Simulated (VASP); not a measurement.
Input for VASP

File POSCAR:
```
GaAs
1
    0.0000000000     2.8250000000     2.8250000000
    2.8250000000     0.0000000000     2.8250000000
    2.8250000000     2.8250000000     0.0000000000
Ga As
1 1
Direct
  0.0000000000   0.0000000000   0.0000000000
  0.2500000000   0.2500000000   0.2500000000
```

INCAR:
```
SYSTEM = GaAs
PREC = Accurate
ENCUT = 400
EDIFF = 1E-6
NELM = 60
ALGO = VeryFast
LREAL = .FALSE.
LASPH = .TRUE.
ISMEAR = 0
SIGMA = 0.05
GGA = PE
LMAXMIX = 4
LWAVE = .FALSE.
LCHARG = .FALSE.
ISIF = 2
NELMDL = -1
```

KPOINTS:
```
Automatic mesh
0
Gamma
6 6 6
0 0 0
```

POTCAR, in this order: Ga_d As (PBE.64 set). Program: vasp_std.

The run wrote:

File standard output:
```
...
RMM:  21     0.108477703676E+04    0.31398E+01   -0.17245E+01   819   0.392E+01    0.172E+01
RMM:  22     0.108919425715E+04    0.44172E+01   -0.31313E+01   817   0.418E+01    0.943E+00
RMM:  23     0.108706103270E+04   -0.21332E+01   -0.17344E+01   829   0.386E+01    0.156E+01
RMM:  24     0.108432633510E+04   -0.27347E+01   -0.13568E+01   802   0.362E+01    0.220E+01
RMM:  25     0.108175188123E+04   -0.25745E+01   -0.98249E+00   816   0.342E+01    0.240E+01
RMM:  26     0.108041400794E+04   -0.13379E+01   -0.10408E+01   825   0.327E+01    0.244E+01
RMM:  27     0.108032132311E+04   -0.92685E-01   -0.10459E+01   817   0.321E+01    0.255E+01
RMM:  28     0.107947843994E+04   -0.84288E+00   -0.76270E+00   832   0.309E+01    0.253E+01
RMM:  29     0.107872415413E+04   -0.75429E+00   -0.79381E+00   832   0.299E+01    0.253E+01
RMM:  30     0.107731152051E+04   -0.14126E+01   -0.58911E+00   816   0.291E+01    0.253E+01
RMM:  31     0.107648017504E+04   -0.83135E+00   -0.61914E+00   816   0.283E+01    0.256E+01
RMM:  32     0.107683284644E+04    0.35267E+00   -0.52839E+00   816   0.276E+01    0.252E+01
RMM:  33     0.107657061322E+04   -0.26223E+00   -0.50832E+00   830   0.269E+01    0.250E+01
RMM:  34     0.107607371862E+04   -0.49689E+00   -0.46470E+00   817   0.262E+01    0.246E+01
RMM:  35     0.107553952515E+04   -0.53419E+00   -0.46715E+00   817   0.256E+01    0.247E+01
RMM:  36     0.107511926695E+04   -0.42026E+00   -0.44581E+00   832   0.250E+01    0.247E+01
RMM:  37     0.107472376753E+04   -0.39550E+00   -0.43305E+00   829   0.244E+01    0.247E+01
RMM:  38     0.107549249749E+04    0.76873E+00   -0.62269E+00   800   0.250E+01    0.228E+01
RMM:  39     0.107642054641E+04    0.92805E+00   -0.11096E+01   826   0.272E+01    0.194E+01
RMM:  40     0.107623653530E+04   -0.18401E+00   -0.91946E+00   811   0.268E+01    0.184E+01
RMM:  41     0.107548359665E+04   -0.75294E+00   -0.11098E+01   831   0.275E+01    0.178E+01
RMM:  42     0.107463184732E+04   -0.85175E+00   -0.47625E+00   830   0.258E+01    0.184E+01
RMM:  43     0.107438915670E+04   -0.24269E+00   -0.57292E+00   807   0.243E+01    0.180E+01
RMM:  44     0.107368228838E+04   -0.70687E+00   -0.53548E+00   811   0.238E+01    0.180E+01
RMM:  45     0.107440635132E+04    0.72406E+00   -0.60061E+00   816   0.232E+01    0.160E+01
RMM:  46     0.107529340486E+04    0.88705E+00   -0.73632E+00   832   0.230E+01    0.130E+01
RMM:  47     0.107496106595E+04   -0.33234E+00   -0.19480E+01   832   0.276E+01    0.573E+00
RMM:  48     0.107468833484E+04   -0.27273E+00   -0.24566E+00   821   0.233E+01    0.585E+00
RMM:  49     0.107432516819E+04   -0.36317E+00   -0.64557E+00   815   0.223E+01    0.513E+00
RMM:  50     0.107481121090E+04    0.48604E+00   -0.11788E+00   828   0.207E+01    0.428E+00
RMM:  51     0.107509295947E+04    0.28175E+00   -0.35974E+00   803   0.203E+01    0.297E+00
RMM:  52     0.107470080904E+04   -0.39215E+00   -0.16983E+00   813   0.190E+01    0.326E+00
RMM:  53     0.107449991162E+04   -0.20090E+00   -0.17726E+00   810   0.181E+01    0.358E+00
RMM:  54     0.107431869197E+04   -0.18122E+00   -0.23739E+00   816   0.175E+01    0.361E+00
RMM:  55     0.107406384556E+04   -0.25485E+00   -0.24303E+00   815   0.170E+01    0.368E+00
RMM:  56     0.107385806153E+04   -0.20578E+00   -0.22075E+00   830   0.166E+01    0.368E+00
RMM:  57     0.107379124913E+04   -0.66812E-01   -0.24700E+00   796   0.166E+01    0.316E+00
RMM:  58     0.107368839783E+04   -0.10285E+00   -0.46476E+00   829   0.179E+01    0.187E+00
RMM:  59     0.107348919971E+04   -0.19920E+00   -0.28363E+00   814   0.173E+01    0.129E+00
RMM:  60     0.107328638594E+04   -0.20281E+00   -0.25092E+00   826   0.169E+01

 -----------------------------------------------------------------------------
|                                                                             |
|           W    W    AA    RRRRR   N    N  II  N    N   GGGG   !!!           |
|           W    W   A  A   R    R  NN   N  II  NN   N  G    G  !!!           |
|           W    W  A    A  R    R  N N  N  II  N N  N  G       !!!           |
|           W WW W  AAAAAA  RRRRR   N  N N  II  N  N N  G  GGG   !            |
|           WW  WW  A    A  R   R   N   NN  II  N   NN  G    G                |
|           W    W  A    A  R    R  N    N  II  N    N   GGGG   !!!           |
|                                                                             |
|     The electronic self-consistency was not achieved in the given           |
|     number of steps (NELM). The forces and other quantities evaluated       |
|     might not be reliable so examine the results carefully. If you find     |
|     spurious results, we suggest increasing NELM, if you were close to      |
|     convergence or switching to a different ALGO or adjusting the           |
|     density mixing parameters otherwise.                                    |
|                                                                             |
 -----------------------------------------------------------------------------

   1 F= 0.10732864E+04 E0= 0.10732909E+04  d E =-.908179E-02
```

**OUTCAR**
```
------------------------ aborting loop EDIFF was not reached (unconverged)  ----------------------------
  FORCE on cell =-STRESS in cart. coord.  units (eV):
  Direction    XX          YY          ZZ          XY          YZ          ZX
  --------------------------------------------------------------------------------------
  Total       32.3899552     32.3899552     32.3899552      0.0000000     -0.0000000     -0.0000000
  in kB     1150.8946682   1150.8946682   1150.8946682      0.0000000     -0.0000000     -0.0000000
  external PRESSURE =    1150.8946682 kB  Pullay stress =       0.0000000 kB
  volume of cell :       45.09
      direct lattice vectors                 reciprocal lattice vectors
     0.000000000  2.825000000  2.825000000    -0.176991150  0.176991150  0.176991150
     2.825000000  0.000000000  2.825000000     0.176991150 -0.176991150  0.176991150
     2.825000000  2.825000000  0.000000000     0.176991150  0.176991150 -0.176991150
  FREE ENERGIE OF THE ION-ELECTRON SYSTEM (eV)
  ---------------------------------------------------
  free  energy   TOTEN  =      1073.2863859377 eV

  energy  without entropy=     1073.2954677245  energy(sigma->0) =     1073.29092683
```
(Selected blocks of OUTCAR.)

Q: Read the log: what went wrong, and how is it fixed?

A: The cause: ALGO = VeryFast starts from random orbitals with almost no delay (NELMDL = -1). The run did not converge; its last values are not results. Against the sound run, the energy per atom (σ→0) rises by 540.757 eV/atom; the pressure goes up by 111.70 GPa; the band gap drops by 0.53 eV. To mend it, set ALGO = Normal, remove NELMDL.

The mended run (PBE GGA, plane waves, VASP's PBE PAW potentials (set 64)) converges, and its OSZICAR ends with
```
   1 F= -.82238594E+01 E0= -.82238594E+01  d E =-.140983E-10
```

The compound is GaAs in the zinc blende structure. The cell was not relaxed at this level.
